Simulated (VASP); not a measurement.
Input:

```xyz
2
Lattice="1.2451 -2.1566 0.0000 1.2451 2.1566 0.0000 0.0000 0.0000 4.0232" Properties=species:S:1:pos:R:3 pbc="T T T"
Co     1.2451     0.7189     1.0058
Co     1.2451    -0.7189     3.0174
```
Starting moments (μB, in the order of the record's atoms Co Co): 1.6 1.6.

Computed with PBE GGA, VASP's PBE PAW potentials (set 64) (plane waves; VASP). Numerical set-up: 400 eV cut-off, 15×15×8 Γ-centred mesh, first-order Methfessel-Paxton smearing of 0.10 eV, potentials Co.

Question: What does the run give for the cell moment, energy per atom (σ→0), band gap (on the k-mesh) with the smallest direct gap where there is one?

Answer: 
| Quantity | Result |
|---|---|
| band gap (on the k-mesh) | none (metal, semimetal or under 0.01 eV) |
| cell moment | 3.24 μB |
| energy per atom (σ→0) | -7.037 eV/atom |

Question: Give the moment on each site (PAW-sphere projection).

Answer: 
```tsv
site	moment (μB)
Co1	1.64
Co2	1.64
```

Total energies compare only between runs with the same potentials, cut-off and functional.

The compound is Co in the hcp structure. It was relaxed first. The start is the result of an earlier pass.
